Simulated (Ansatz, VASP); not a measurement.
# InAs: VASP beside Ansatz, part 2 of 2

One calculation is typed for both programs; each brings its own data sets. How far apart do they land? The cell is taken from a series of runs on this material, whose earlier steps may have relaxed, scaled, displaced or heated it; both programs get it as it stands.

VASP 6.6.1 and Ansatz 0.2.0.

So far. Step 2 (VASP: single point, PBE, spin-orbit coupling): The run ends at a pressure of 0.03 GPa.

**6. VASP: single point, LDA, spin-orbit coupling, pair 2**

Level of this step: LDA, spin-orbit coupling; plane waves and PAW (In_d, As) (VASP).

The same cell, functional (in two slightly different forms), mesh and smearing now go to VASP, with its own data sets.

INCAR reads:

```
SYSTEM = InAs
PREC = Accurate
ENCUT = 500
EDIFF = 1E-06
NELM = 200
ISMEAR = -1
SIGMA = 0.05
LREAL = .FALSE.
ALGO = Normal
GGA = PW92
LNONCOLLINEAR = .TRUE.
MAGMOM = 0 0 0 0 0 0
NBANDS = 30
GGA_COMPAT = .FALSE.
LASPH = .TRUE.
LSORBIT = .TRUE.
LORBIT = 11
LWAVE = .FALSE.
LCHARG = .FALSE.
ISIF = 2
KPAR = 2
```

POSCAR reads:

```
InAs
1.0
    0.0000000000      3.0129613182      3.0129613182
    3.0129613182      0.0000000000      3.0129613182
    3.0129613182      3.0129613182      0.0000000000
In As
1 1
Direct
    0.0000000000      0.0000000000      0.0000000000
    0.2500000000      0.2500000000      0.2500000000
```

KPOINTS reads:

```
Automatic mesh
0
Gamma
14 14 14
0 0 0
```

PAW data sets: In_d and As (LDA family, release 64).

Command:

```console
> mpirun -np 2 vasp_ncl
```

Numbers of over 12 decimals in the logs are rounded to 6 here.

The program printed:

```text
[banner, memory and clock lines left out]
running    2 mpi-ranks, on    1 nodes
[...]
|                                                                             |
|               ----> ADVICE to this user running VASP <----                  |
|                                                                             |
|     You enforced a specific xc type in the INCAR file but a different       |
|     [... a line on the potential file left out ...]
|     I HOPE YOU KNOW WHAT YOU ARE DOING!                                     |
|                                                                             |

 LDA part: xc-table for (Slater(with rela. corr.)+PW92), standard interpolation
 POSCAR, INCAR and KPOINTS ok, starting setup
[...]
entering main loop
       N       E                     dE             d eps       ncg     rms          rms(c)
DAV:   1     0.155255776989E+03    0.15526E+03   -0.77279E+03 10362   0.129E+03
DAV:   2     0.798494212912E+01   -0.14727E+03   -0.14066E+03 10444   0.352E+02
DAV:   3    -0.863659016546E+01   -0.16622E+02   -0.16349E+02 12692   0.126E+02
DAV:   4    -0.935674605043E+01   -0.72016E+00   -0.71845E+00 12266   0.270E+01
[...]
DAV:  11    -0.907554384343E+01    0.20451E-04   -0.89794E-05 14664   0.188E-01    0.214E-02
DAV:  12    -0.907554591161E+01   -0.20682E-05   -0.17452E-05 14746   0.404E-02    0.163E-02
DAV:  13    -0.907554548856E+01    0.42305E-06   -0.51241E-07  8140   0.898E-03
   1 F= -.90755455E+01 E0= -.90754777E+01  d E =-.135536E-03  mag=    -0.0000     0.0000     0.0000
```

Parts of OUTCAR (step 6):

```text
  Total        0.0360616      0.0360616      0.0360616     -0.0000000      0.0000000     -0.0000000
  in kB        1.0561982      1.0561982      1.0561982     -0.0000000      0.0000000     -0.0000000
  external PRESSURE =       1.0561982 kB  Pullay stress =       0.0000000 kB

 POSITION                                       TOTAL-FORCE (eV/Angst)
 -----------------------------------------------------------------------------------
      0.00000      0.00000      0.00000        -0.000000     -0.000000     -0.000000
      1.50648      1.50648      1.50648         0.000000      0.000000      0.000000
 -----------------------------------------------------------------------------------
    total drift:                               -0.000000     -0.000000     -0.000000

  FREE ENERGIE OF THE ION-ELECTRON SYSTEM (eV)
  ---------------------------------------------------
  free  energy   TOTEN  =        -9.0755454886 eV

  energy  without entropy=       -9.0754099523  energy(sigma->0) =       -9.07547772

 magnetization (x)
# of ion       s       p       d       tot
------------------------------------------
    1        0.000   0.000  -0.000   0.000
    2       -0.000  -0.000   0.000  -0.000
--------------------------------------------------
tot          0.000  -0.000  -0.000  -0.000

 magnetization (y)
# of ion       s       p       d       tot
------------------------------------------
    1        0.000   0.000   0.000   0.000
    2        0.000   0.000  -0.000   0.000
--------------------------------------------------
tot          0.000   0.000  -0.000   0.000

 magnetization (z)
# of ion       s       p       d       tot
------------------------------------------
    1        0.000  -0.000  -0.000  -0.000
    2        0.000   0.000   0.000   0.000
--------------------------------------------------
tot          0.000  -0.000  -0.000  -0.000

[... 3 further parts left out ...]
[key lines of the parts left out:]
E-fermi :   4.6358
```

The run ends at a pressure of 0.11 GPa.

**7. Comparison**

What differs besides the data sets and the points named for the pairs above, as far as they apply: the data sets hold 28 valence electrons in Ansatz (on its fully relativistic PAW (standard-fr) files) and 18 in VASP; VASP's log shows a relativistic correction to its local exchange, Ansatz's none. Total energies have different zeros and are not compared.

The two programs side by side:

```
      quantity  Ansatz  VASP  difference
pressure (GPa)   -0.06  0.11       -0.16
```

**8. VASP: single point, LDA, spin-orbit coupling, pair 3**

A single point gives forces, pressure and levels at one fixed geometry, so differences don't come from the geometry; what else differs is listed under the comparison. The cell compared in this pair holds 54.98 Å³, against 54.70 Å³ for the pair before.

INCAR is that of step 6.

POSCAR reads:

```
InAs
1.0
    0.0000000000      3.0180000000      3.0180000000
    3.0180000000      0.0000000000      3.0180000000
    3.0180000000      3.0180000000      0.0000000000
In As
1 1
Direct
    0.0000000000      0.0000000000      0.0000000000
    0.2500000000      0.2500000000      0.2500000000
```

KPOINTS is that of step 6.

Command:

```console
> mpirun -np 2 vasp_ncl
```

The program printed:

```text
[banner, memory and clock lines left out]
running    2 mpi-ranks, on    1 nodes
[...]
[... a notice as in an earlier step ...]

 LDA part: xc-table for (Slater(with rela. corr.)+PW92), standard interpolation
 POSCAR, INCAR and KPOINTS ok, starting setup
[...]
entering main loop
       N       E                     dE             d eps       ncg     rms          rms(c)
DAV:   1     0.154950436121E+03    0.15495E+03   -0.77295E+03 10362   0.129E+03
DAV:   2     0.792122954197E+01   -0.14703E+03   -0.14036E+03 10454   0.351E+02
DAV:   3    -0.863855487453E+01   -0.16560E+02   -0.16284E+02 12572   0.126E+02
DAV:   4    -0.935496072420E+01   -0.71641E+00   -0.71476E+00 12366   0.268E+01
[...]
DAV:  11    -0.907552198367E+01    0.19404E-04   -0.88402E-05 14664   0.185E-01    0.211E-02
DAV:  12    -0.907552401515E+01   -0.20315E-05   -0.17121E-05 14716   0.398E-02    0.160E-02
DAV:  13    -0.907552359354E+01    0.42161E-06   -0.50242E-07  8092   0.884E-03
   1 F= -.90755236E+01 E0= -.90754556E+01  d E =-.136038E-03  mag=     0.0000     0.0000     0.0000
```

OUTCAR, selected parts (step 8):

```text
  Total       -0.0669710     -0.0669710     -0.0669710      0.0000000      0.0000000     -0.0000000
  in kB       -1.9516844     -1.9516844     -1.9516844      0.0000000      0.0000000     -0.0000000
  external PRESSURE =      -1.9516844 kB  Pullay stress =       0.0000000 kB

 POSITION                                       TOTAL-FORCE (eV/Angst)
 -----------------------------------------------------------------------------------
      0.00000      0.00000      0.00000         0.000000      0.000000      0.000000
      1.50900      1.50900      1.50900        -0.000000     -0.000000     -0.000000
 -----------------------------------------------------------------------------------
    total drift:                               -0.000000     -0.000000     -0.000000

  FREE ENERGIE OF THE ION-ELECTRON SYSTEM (eV)
  ---------------------------------------------------
  free  energy   TOTEN  =        -9.0755235935 eV

  energy  without entropy=       -9.0753875552  energy(sigma->0) =       -9.07545557

 magnetization (x)
# of ion       s       p       d       tot
------------------------------------------
    1        0.000  -0.000  -0.000  -0.000
    2       -0.000  -0.000  -0.000  -0.000
--------------------------------------------------
tot         -0.000  -0.000  -0.000  -0.000

 magnetization (y)
# of ion       s       p       d       tot
------------------------------------------
    1        0.000   0.000   0.000   0.000
    2        0.000   0.000   0.000   0.000
--------------------------------------------------
tot          0.000   0.000   0.000   0.000

 magnetization (z)
# of ion       s       p       d       tot
------------------------------------------
    1        0.000  -0.000   0.000  -0.000
    2       -0.000  -0.000  -0.000  -0.000
--------------------------------------------------
tot          0.000  -0.000  -0.000  -0.000

[... 1 part as in an earlier step ...]

[... 2 further parts left out ...]
[key lines of the parts left out:]
E-fermi :   4.5840
```

The run ends at a pressure of -0.20 GPa.

**9. Ansatz: single point, LDA, spin-orbit coupling, pair 3**

The same cell, functional (in two slightly different forms), mesh and smearing now go to Ansatz, which takes its cutoff from its data sets.

The cell is taken from a series of runs on this material, whose earlier steps may have relaxed, scaled, displaced or heated it; both programs get it as it stands.

input.yaml reads:

```yaml
crystal:
  lattice:
    - [0.0, 3.018, 3.018]
    - [3.018, 0.0, 3.018]
    - [3.018, 3.018, 0.0]
  atoms:
    - { symbol: In, position: [0.0, 0.0, 0.0] }
    - { symbol: As, position: [0.25, 0.25, 0.25] }
kpoints:
  mp_grid: { grid: [14, 14, 14] }
  band_path:
    path:
      - [[0.0, 0.0, 0.0], [-0.5, -0.5, 0.0], [-0.375, -0.375, 0.25]]
      - [[-0.375, 0.0, 0.375], [0.0, 0.0, 0.0], [0.0, 0.0, 0.5]]
    npoints: 6
scf:
  occupations: { method: fermi_dirac, width: 0.05 }
  n_extra_bands: 12
hamiltonian:
  xc: lda
  pseudopotentials: { kind: paw_fr }
output:
  forces: true
  stress: true
  fatbands: true
magnetization:
  noncollinear: true
  spin_orbit: true
```

Command:

```console
> ansatz run input.yaml --threads 4 --pin off --max-ram 8192MiB --backend cpu --events-out ev --progress --plain --runs-dir out
```

The program printed:

```text
[...]
Crystal: 2 atoms, lattice volume = 54.978 Å³
Basis set: ecut = 420 eV, 1067 PW (Γ)
Bands: 40, of which v1, the nominal top of the filled ones, is band 28 counted from 1 (27 counted from 0)
Symmetry: 24 space group operations + 24 with time reversal
[...]
k-points: 104 of 2744 (time reversal used)
[...]
k-point 1: bands = [... 24 lower, 7.3993, 7.3993, 7.6504, 7.6569, 8.2289, 8.2289, 11.2072, 11.2072, ... 8 higher]
  k-point 2: bands = [... 24 lower, 7.2250, 7.2250, 7.4715, 7.4823, 8.6528, 8.6528, 11.5119, 11.5119, ... 8 higher]
  k-point 103: bands = [... 24 lower, 4.5759, 4.6285, 4.6765, 4.7632, 11.3341, 11.4185, 11.4831, 11.6128, ... 8 higher]
[key lines of the parts left out:]
SCF converged after 7 iterations
Magnetization: |M| = 0.0000 μB,  M = (+0.0000, +0.0000, +0.0000) μB
Free energy (F): -10233.209987 eV
Fermi energy:    7.793762 eV
P = ⅓ Tr σ = -0.3531 GPa (-3.531 kbar)
```

**10. Side by side**

What differs besides the data sets and the points named for the pairs above, as far as they apply: the data sets hold 28 valence electrons in Ansatz (on its fully relativistic PAW (standard-fr) files) and 18 in VASP. Total energies have different zeros and are not compared.

Compared:

```
      quantity  Ansatz   VASP  difference
pressure (GPa)   -0.35  -0.20       -0.16
```

**11. Results**

| Quantity | Value |
| --- | --- |
| difference in pressure (single point, PBE, spin-orbit coupling) | -0.067 GPa |
| difference in pressure (single point, LDA, spin-orbit coupling, pair 2) | -0.16 GPa |
| difference in pressure (single point, LDA, spin-orbit coupling, pair 3) | -0.16 GPa |

In words: The difference in pressure is -0.16 GPa (single point, LDA, spin-orbit coupling, pair 2), within the 1 GPa picked in this series as the mark of a large difference. The data sets hold unlike numbers of valence electrons (28 in Ansatz and 18 in VASP), so part of the differences comes from the potentials. 1 further run of this series is not shown here. Such differences can come from data sets, numerical settings and the points named under the comparisons, not from the functional's error against experiment.

[Lines on the potential files, build, host, timing and source positions are cut from VASP's logs without a mark.]

[Logs are printed without paths, hosts, clocks, repeated set-up lines and the standing remarks that a program may print on its own settings, such as how far it seeks lower states.]

[Hosts, paths, dates, database ids (printed as entryN), source tags and the programs' standing remarks are cut or masked in the printed files.]
